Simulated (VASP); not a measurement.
# CuGe23 (a cell with a defect) in VASP: settings compared

The runs below take CuGe23 (a cell with a defect) through single point, with PBEsol, PBEsol+U.

All numbers are computed with VASP 6.6.1; they aren't measurements. Logs are shortened: lines on timing, memory, paths and dates and some standing lists are left out, and cuts for length are marked.

## 1. The crystal as given

The cell holds a defect, 24 atoms: a = 12.001 Å, b = 8.001 Å, c = 8.001 Å, α = 60.00°, β = 60.00°, γ = 60.00°.

## 2. Single point, PBEsol, collinear spin, ferromagnetic start

INCAR reads:

```
  PREC = Accurate
  ENCUT = 350
  EDIFF = 1E-5
  ISMEAR = 0
  SIGMA = 0.03
  LREAL = Auto
  LASPH = True
  NELM = 120
  ALGO = Normal
  ISIF = 2
  LWAVE = False
  LCHARG = False
  ISPIN = 2
  MAGMOM = 1 0 0 0 0 0 0 0 0 0 0 0 0 0 0 0 0 0 0 0 0 0 0 0
  LORBIT = 11
  NUPDOWN = 1
  LMAXMIX = 4
  GGA = PS
  NBANDS = 188
  ISYM = 0
  KPAR = 2
```

KPOINTS reads:

```
regular mesh
0
Gamma
  2 2 2
```

POSCAR reads:

```
CuGe23                                  
1.0
    0.0000000000      8.4863100000      8.4863100000
    5.6575400000      0.0000000000      5.6575400000
    5.6575400000      5.6575400000      0.0000000000
  Cu              Ge            
     1    23
Direct
     0.9975885057383558    0.0013200685922140    0.9991280336280843
     0.9999860719699637    0.0006483010443490    0.4968557468699569
     0.0004226171049755    0.4995243673222325    0.9998479485426147
     0.0007616004037040    0.4974933444133866    0.4982412174324709
     0.3294392615590904    0.0003952183630336    0.0023392596448724
     0.3301846305990067    0.0020676925414540    0.4986163870810476
     0.3299877976388140    0.5000569470556299    0.0039081285662645
     0.3318779222518918    0.4994417443461341    0.5030427555236633
     0.6665127937435201    0.0020466488884931    0.0014577597504498
     0.6645821872244140    0.0002697656708981    0.4956167564512002
     0.6655578909820459    0.4952908992776150    0.0043027721570324
     0.6666571921308820    0.4975290225321957    0.5013575018776794
     0.0802317935514073    0.1207650428035194    0.1183086552049346
     0.0811984510160646    0.1176761655732531    0.6378190129611019
     0.0809625248997484    0.6399129858558619    0.1184406579110330
     0.0812181766065352    0.6257101175833726    0.6248644613144700
     0.4174685346694106    0.1243202505818880    0.1228142527439778
     0.4153098789488016    0.1235380960699303    0.6267008647441503
     0.4162965024731935    0.6245922492800574    0.1271790318420155
     0.4168562531230151    0.6252564259655907    0.6270280456866155
     0.7615628788488668    0.1192373275421511    0.1194712668311576
     0.7493558685217689    0.1213515653358980    0.6250331925138043
     0.7498165190151050    0.6256176108806440    0.1251031555602753
     0.7503291469794167    0.6235441424802185    0.6273751351611276
```

Potentials or basis: VASP PAW PBE potentials, release 64 (Cu, Ge_d).

Command:

```bash
cat potpaw_PBE.64/Cu/POTCAR potpaw_PBE.64/Ge_d/POTCAR > POTCAR
mpirun -np 4 vasp_std > vasp.out
```

OUTCAR:

```text
PREC = Accurate
   ENCUT = 350
   EDIFF = 1E-5
   ISMEAR = 0
   LREAL = Auto
   LASPH = True
   NELM = 120
   ISIF = 2
   ISPIN = 2
   LORBIT = 11
   NUPDOWN = 1
   GGA = PS
   ISYM = 0

 ion  position               nearest neighbor table
   1  0.998  0.001  0.999-  21 2.31  14 2.36  15 2.36  13 2.37
   2  1.000  0.001  0.497-  16 2.45  22 2.46  13 2.47  14 2.48
   3  0.000  0.500  1.000-  16 2.45  23 2.46  13 2.48  15 2.48
   4  0.001  0.497  0.498-  16 2.45  24 2.45  14 2.48  15 2.48
   5  0.329  0.000  0.002-  13 2.44  18 2.45  19 2.46  17 2.46
   6  0.330  0.002  0.499-  14 2.44  17 2.46  20 2.46  18 2.46
[... 16 lines left out ...]
  23  0.750  0.626  0.125-   3 2.46  12 2.46   9 2.46  11 2.47
  24  0.750  0.624  0.627-   4 2.45  10 2.46  11 2.46  12 2.47

IMPORTANT INFORMATION: All symmetrisations will be switched off!
NOSYMM: (Re-)initialisation of all symmetry stuff for point group C_1.

----------------------------------------------------------------------------------------

                                     Primitive cell

  volume of cell :     543.2555

  direct lattice vectors                    reciprocal lattice vectors
     0.000000000  8.486310000  8.486310000    -0.058918423  0.058918423  0.058918423
     5.657540000  0.000000000  5.657540000     0.088377634 -0.088377634  0.088377634
     5.657540000  5.657540000  0.000000000     0.088377634  0.088377634 -0.088377634

  length of vectors
    12.001454697  8.000969798  8.000969798     0.102049702  0.153074553  0.153074553

  position of ions in fractional coordinates (direct lattice)
     0.997588506  0.001320069  0.999128034
     0.999986072  0.000648301  0.496855747
     0.000422617  0.499524367  0.999847949
     0.000761600  0.497493344  0.498241217
     0.329439262  0.000395218  0.002339260
     0.330184631  0.002067693  0.498616387
[... 16 lines left out ...]
     0.749816519  0.625617611  0.125103156
     0.750329147  0.623544142  0.627375135

  ion indices of the primitive-cell ions
   primitive index   ion index
                 1           1
                 2           2
                 3           3
                 4           4
                 5           5
                 6           6
[... 16 lines left out ...]
                23          23
                24          24

----------------------------------------------------------------------------------------

 KPOINTS: regular mesh

Automatic generation of k-mesh.
 Grid dimensions read from file:
[... 89 lines left out ...]
 Free energy of the ion-electron system (eV)
  ---------------------------------------------------
  ext. energy  EPLUGINS =         0.00000000
  ---------------------------------------------------
  free energy    TOTEN  =      -115.33172059 eV

  energy without entropy =     -115.32964028  energy(sigma->0) =     -115.33068044

 E-fermi :   4.2446     XC(G=0): -10.1021

 val. band max:        4.5835336866   @ k =   0.5000   0.0000   0.5000
 cond. band min:       4.2557085402   @ k =   0.0000   0.0000   0.0000
 fundamental gap:     -0.3278251464
 Fermi energy:         4.6464360737

 spin component 1

 k-point     1 :       0.0000    0.0000    0.0000
  band No.  band energies     occupation
      1     -20.0964      1.00000
      2     -20.0887      1.00000
      3     -20.0845      1.00000
      4     -20.0837      1.00000
      5     -20.0836      1.00000
      6     -20.0801      1.00000
[... 1437 lines left out ...]
    177       6.9061      0.00000
    178       7.5434      0.00000
 Fermi energy:         4.2446015809

 spin component 2

 k-point     1 :       0.0000    0.0000    0.0000
  band No.  band energies     occupation
      1     -20.0933      1.00000
      2     -20.0835      1.00000
      3     -20.0799      1.00000
      4     -20.0790      1.00000
      5     -20.0785      1.00000
      6     -20.0762      1.00000
[... 1437 lines left out ...]
    177       6.9413      0.00000
    178       7.5746      0.00000
 [bands above 178 left out]

------------------------ aborting loop because EDIFF is reached ----------------------------------------

  FORCE on cell =-STRESS in cart. coord.  units (eV):
  Direction    XX          YY          ZZ          XY          YZ          ZX
  --------------------------------------------------------------------------------------
  -------------------------------------------------------------------------------------
  Total       -0.6662412     -0.8252899     -0.7844017     -0.7204754     -0.1234997     -0.7326818
  in kB       -1.9648884     -2.4339573     -2.3133693     -2.1248369     -0.3642272     -2.1608361
  external PRESSURE =      -2.2374050 kB  Pullay stress =       0.0000000 kB

 VOLUME and BASIS-vectors are now :
 -----------------------------------------------------------------------------
  energy-cutoff  :      350.00
  volume of cell :      543.26
      direct lattice vectors                 reciprocal lattice vectors
     0.000000000  8.486310000  8.486310000    -0.058918423  0.058918423  0.058918423
     5.657540000  0.000000000  5.657540000     0.088377634 -0.088377634  0.088377634
     5.657540000  5.657540000  0.000000000     0.088377634  0.088377634 -0.088377634

 POSITION                                       TOTAL-FORCE (eV/Angst)
 -----------------------------------------------------------------------------------
      5.66008     14.11845      8.47331        -0.022612      0.025676      0.015290
      2.81465     11.29717      8.48986         0.012343      0.016797     -0.009890
      8.48276      5.66027      2.82967         0.002833     -0.000564     -0.000538
      5.63341      2.82528      2.82105         0.012405     -0.000757      0.002015
      0.01547      2.80896      2.79796        -0.003649      0.003660      0.011204
      2.83264      5.62299      2.81375        -0.008883      0.014397     -0.001867
[... 16 lines left out ...]
      4.24723      7.07095      9.90263        -0.021304     -0.011009     -0.004111
      7.07713      9.91693      9.89525        -0.000768     -0.007728      0.002746
 -----------------------------------------------------------------------------------
    total drift:                                0.000163      0.006945     -0.000529

  FREE ENERGIE OF THE ION-ELECTRON SYSTEM (eV)
  ---------------------------------------------------
  free  energy   TOTEN  =      -115.3317205942 eV

  energy  without entropy=     -115.3296402844  energy(sigma->0) =     -115.33068044

 total charge

# of ion       s       p       d       tot
------------------------------------------
    1        0.506   0.412   9.135  10.054
    2        1.131   1.236  10.018  12.385
    3        1.131   1.235  10.018  12.384
    4        1.130   1.233  10.018  12.381
    5        1.128   1.258  10.020  12.407
    6        1.124   1.259  10.020  12.403
[... 16 lines left out ...]
   23        1.120   1.258  10.019  12.397
   24        1.119   1.258  10.019  12.395
--------------------------------------------------
tot         26.467  29.019 239.598 295.085

 magnetization (x)

# of ion       s       p       d       tot
------------------------------------------
    1        0.000   0.046   0.041   0.087
    2        0.000   0.013   0.001   0.015
    3        0.000   0.013   0.001   0.015
    4       -0.000   0.011   0.001   0.012
    5        0.000   0.025   0.002   0.028
    6        0.001   0.020   0.002   0.023
[... 16 lines left out ...]
   23        0.000   0.018   0.001   0.020
   24        0.000   0.018   0.001   0.020
--------------------------------------------------
tot          0.018   0.542   0.083   0.642
```

OSZICAR:

```text
N       E                     dE             d eps       ncg     rms          rms(c)
DAV:   1     0.482229914002E+04    0.48223E+04   -0.11040E+05  6392   0.400E+03
DAV:   2     0.994193676415E+03   -0.38281E+04   -0.37384E+04  6016   0.991E+02
[... 10 lines left out ...]
DAV:  13    -0.115336221856E+03   -0.13239E-01   -0.10799E-01  7256   0.129E+00    0.499E-01
DAV:  14    -0.115334152588E+03    0.20693E-02   -0.86233E-03  7268   0.876E-01    0.368E-01
DAV:  15    -0.115333315197E+03    0.83739E-03   -0.16121E-03  7528   0.775E-01    0.293E-01
DAV:  16    -0.115331844475E+03    0.14707E-02   -0.16612E-03  9464   0.881E-01    0.136E-01
DAV:  17    -0.115331654476E+03    0.19000E-03   -0.27794E-03  7712   0.447E-01    0.259E-02
DAV:  18    -0.115331722243E+03   -0.67767E-04   -0.93838E-04  6532   0.343E-01    0.147E-02
DAV:  19    -0.115331720594E+03    0.16487E-05   -0.26892E-05  4936   0.744E-02
   1 F= -.11533172E+03 E0= -.11533068E+03  d E =-.208031E-02  mag=     1.0000
```

stdout:

```text
POSCAR found type information on POSCAR CuGe
 POSCAR found :  2 types and      24 ions
 scaLAPACK will be used
 -----------------------------------------------------------------------------
|                                                                             |
|                                                                             |
|     You enforced a specific xc type in the INCAR file but a different       |
|     I HOPE YOU KNOW WHAT YOU ARE DOING!                                     |
|                                                                             |
 -----------------------------------------------------------------------------

 LDA part: xc-table for (Slater+PW92), standard interpolation
 POSCAR, INCAR and KPOINTS ok, starting setup
 FFT: planning ... GRIDC
 FFT: planning ... GRID_SOFT
 FFT: planning ... GRID
 WAVECAR not read
 entering main loop
```

Run time: 8.3 min. Hardware: 4 MPI ranks of Intel Xeon 6975P-C (Granite Rapids), shared host; peak memory 0.58 GiB.

Results:

- Free energy: -115.3317 eV
- Largest force: 0.049 eV/Å
- Net moment: 1.00 μB per cell
- Site moments: Cu +0.09; Ge +0.01, +0.03, +0.02, +0.05, -0.00 μB
- Valence electrons inside the program's atomic spheres: Cu 10.05; Ge 12.38, 12.41, 12.40, 12.39, 12.36

Forces on the atoms (eV/Å):
```
Cu  -0.023  0.026  0.015
Ge   0.012  0.017 -0.010
Ge   0.003 -0.001 -0.001
Ge   0.012 -0.001  0.002
Ge  -0.004  0.004  0.011
Ge  -0.009  0.014 -0.002
Ge  -0.032 -0.003  0.010
Ge   0.003 -0.027 -0.008
Ge  -0.016  0.005 -0.001
Ge   0.029  0.020  0.013
Ge   0.007 -0.020  0.006
Ge  -0.009 -0.005  0.012
Ge  -0.014 -0.028 -0.037
Ge   0.024  0.023 -0.004
Ge   0.013 -0.006  0.021
Ge   0.002  0.006 -0.005
Ge   0.006  0.020 -0.003
Ge   0.009 -0.011 -0.001
Ge   0.014 -0.025 -0.010
Ge  -0.022 -0.007 -0.007
Ge   0.009  0.003 -0.011
Ge   0.007  0.013  0.012
Ge  -0.021 -0.011 -0.004
Ge  -0.001 -0.008  0.003
```

Caveat: the k mesh is coarse (spacing up to 0.48 Å⁻¹), so the values aren't converged; the cutoff is under 1.25 times the usual one of these potentials, so pressure, stress and relaxed cells hold a basis-set (Pulay) error; the PAW data sets were made with another functional, which shifts forces and pressure a little; the total moment is fixed, so each spin has its own Fermi level.

## 3. Single point, PBEsol+U

INCAR reads:

```
  ALGO = Normal
  EDIFF = 1E-5
  ENCUT = 350
  GGA = PS
  ISIF = 2
  ISMEAR = 0
  KPAR = 2
  LASPH = T
  LCHARG = F
  LDAU = T
  LDAUJ = 0 0
  LDAUL = 2 -1
  LDAUPRINT = 1
  LDAUTYPE = 2
  LDAUU = 5 0
  LMAXMIX = 4
  LORBIT = 11
  LREAL = Auto
  LWAVE = F
  NBANDS = 184
  NELM = 120
  PREC = Accurate
  SIGMA = 0.03
```

KPOINTS reads:

```
k-points
0
Gamma
  2 2 2
```

POSCAR reads:

```
CuGe23
1.0
    0.0000000000      8.4863100000      8.4863100000
    5.6575400000      0.0000000000      5.6575400000
    5.6575400000      5.6575400000      0.0000000000
Cu Ge
1 23
Direct
    0.0000000000      0.0000000000      0.0000000000
    0.0000000000      0.0000000000      0.5000000000
    0.0000000000      0.5000000000      0.0000000000
    0.0000000000      0.5000000000      0.5000000000
    0.3333330000      0.0000000000      0.0000000000
    0.3333330000      0.0000000000      0.5000000000
    0.3333330000      0.5000000000      0.0000000000
    0.3333330000      0.5000000000      0.5000000000
    0.6666670000      0.0000000000      0.0000000000
    0.6666670000      0.0000000000      0.5000000000
    0.6666670000      0.5000000000      0.0000000000
    0.6666670000      0.5000000000      0.5000000000
    0.0833333333      0.1250000000      0.1250000000
    0.0833333333      0.1250000000      0.6250000000
    0.0833333333      0.6250000000      0.1250000000
    0.0833333333      0.6250000000      0.6250000000
    0.4166663333      0.1250000000      0.1250000000
    0.4166663333      0.1250000000      0.6250000000
    0.4166663333      0.6250000000      0.1250000000
    0.4166663333      0.6250000000      0.6250000000
    0.7500003333      0.1250000000      0.1250000000
    0.7500003333      0.1250000000      0.6250000000
    0.7500003333      0.6250000000      0.1250000000
    0.7500003333      0.6250000000      0.6250000000
```

Potentials or basis: VASP PAW PBE potentials, release 64 (Cu, Ge_d).

Command:

```bash
cat potpaw_PBE.64/Cu/POTCAR potpaw_PBE.64/Ge_d/POTCAR > POTCAR
mpirun -np 4 vasp_std > vasp.out
```

It took 4.5 min on 4 MPI ranks of Intel Xeon Platinum 8259CL at 2.50GHz (Skylake/Cascade Lake), shared host; peak memory 0.39 GiB.

The run converged. Its results:

```yaml
Free_energy: -113.5754 eV
Largest_force: 0.728 eV/Å
Band_gap_on_the_k_mesh: none (metal or under the smearing width)
Valence_electrons_inside_the_program's_atomic_spheres: Cu 10.07; Ge 12.40, 12.41, 12.35, 12.38
```

Forces on the atoms (eV/Å):
```
Cu   0.132 -0.143 -0.143
Ge   0.019 -0.036 -0.148
Ge   0.019 -0.148 -0.036
Ge   0.051 -0.033 -0.033
Ge   0.109 -0.103 -0.103
Ge   0.046 -0.146 -0.029
Ge   0.046 -0.029 -0.146
Ge  -0.038 -0.019 -0.019
Ge   0.093  0.078  0.078
Ge  -0.062 -0.139  0.054
Ge  -0.062  0.054 -0.139
Ge  -0.046  0.014  0.014
Ge  -0.514 -0.187 -0.187
Ge   0.274  0.506 -0.172
Ge   0.274 -0.172  0.506
Ge  -0.010  0.018  0.018
Ge  -0.078  0.041  0.041
Ge   0.052  0.059 -0.009
Ge   0.052 -0.009  0.059
Ge  -0.026  0.015  0.015
Ge  -0.436  0.413  0.413
Ge   0.027  0.010 -0.056
Ge   0.027 -0.056  0.010
Ge   0.052  0.011  0.011
```

Levels at points of the mesh, in eV from the Fermi level:
```csv
k point,band 162,band 163,band 164,band 165,band 166,band 167,band 168,band 169,band 170,band 171
"(0.00, 0.00, 0.00)",-1.12,-0.91,-0.50,-0.49,0.05,0.24,0.36,0.39,0.48,0.63
"(0.50, 0.00, 0.00)",-1.10,-1.03,-0.83,-0.45,-0.45,0.21,0.34,0.50,0.50,0.78
"(0.00, 0.50, 0.00)",-1.71,-1.39,-1.13,-0.87,-0.86,0.03,0.14,0.62,0.94,1.17
"(0.50, 0.00, 0.50)",-1.68,-1.58,-1.51,-1.39,-1.04,-0.58,0.03,1.35,1.37,1.52
"(0.00, 0.50, 0.50)",-1.73,-1.47,-1.43,-1.32,-0.81,-0.37,0.19,1.02,1.10,1.30
"(0.50, 0.50, 0.50)",-1.63,-1.46,-1.34,-1.16,-1.03,-0.40,-0.01,1.32,1.48,1.69
```

Eigenvalues of the final occupation matrices:
| site | spin | trace | eigenvalues |
| --- | --- | --- | --- |
| site 1 d | 1 | 4.67 | 0.92 0.92 0.93 0.94 0.94 |
| site 1 d | 2 | 4.67 | 0.92 0.92 0.93 0.94 0.94 |

Caveat: the k mesh is coarse (spacing up to 0.48 Å⁻¹), so the values aren't converged; the cutoff is under 1.25 times the usual one of these potentials, so pressure, stress and relaxed cells hold a basis-set (Pulay) error; the PAW data sets were made with another functional, which shifts forces and pressure a little; U without spin polarisation on a metal has little footing; the U is typed as a test and isn't derived for this compound.
